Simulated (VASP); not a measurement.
Here is a VASP 6.6.1 calculation.

The input INCAR:

```
SYSTEM = Ti2BN
PREC = Accurate
ENCUT = 520
EDIFF = 1E-7
ISMEAR = 0
SIGMA = 0.1
LREAL = .FALSE.
LASPH = .TRUE.
NELM = 120
ALGO = Normal
ISIF = 3
LWAVE = .FALSE.
LCHARG = .FALSE.
GGA = PE
IBRION = 2
NSW = 60
EDIFFG = -0.005
POTIM = 0.3
KPAR = 4
```

Contents of KPOINTS:

```
Automatic mesh
0
G
  10 10 10
  0 0 0
```

The input POSCAR:

```
Ti2BN                                   
1.0
   -2.1882800986      2.1882800986      4.3539857017
    2.1882800986     -2.1882800986      4.3539857017
    2.1882800986      2.1882800986     -4.3539857017
  Ti              B               N             
     4     2     2
Direct
     0.7423543218851085    0.7423543218851085    0.0000000000000000
     0.0076456781148914    0.5076456781148915    0.5000000000000000
     0.4923543218851086    0.9923543218851085    0.5000000000000000
     0.2576456781148914    0.2576456781148914    0.0000000000000000
     0.7500000000000000    0.2500000000000000    0.5000000000000000
     0.0000000000000000    0.0000000000000000    0.0000000000000000
     0.5000000000000000    0.5000000000000000    0.0000000000000000
     0.2500000000000000    0.7500000000000000    0.5000000000000000
```

Potentials or basis: VASP PAW PBE potentials, release 64 (Ti_sv, B, N).

Command:

```sh
$ cat potpaw_PBE.64/Ti_sv/POTCAR potpaw_PBE.64/B/POTCAR potpaw_PBE.64/N/POTCAR > POTCAR
$ mpirun -np 4 vasp_std > vasp.out
```

Estimate the band gap on the k mesh.

none (metal or under the smearing width).

Final structure:
```
CELL_PARAMETERS angstrom
-2.18828 2.18828 4.35399
2.18828 -2.18828 4.35399
2.18828 2.18828 -4.35399
ATOMIC_POSITIONS crystal
Ti 0.74235 0.74235 0.00000
Ti 0.00765 0.50765 0.50000
Ti 0.49235 0.99235 0.50000
Ti 0.25765 0.25765 0.00000
B 0.75000 0.25000 0.50000
B 0.00000 0.00000 0.00000
N 0.50000 0.50000 0.00000
N 0.25000 0.75000 0.50000
```

Caveat: the relaxation stopped at its first step, so nothing moved.
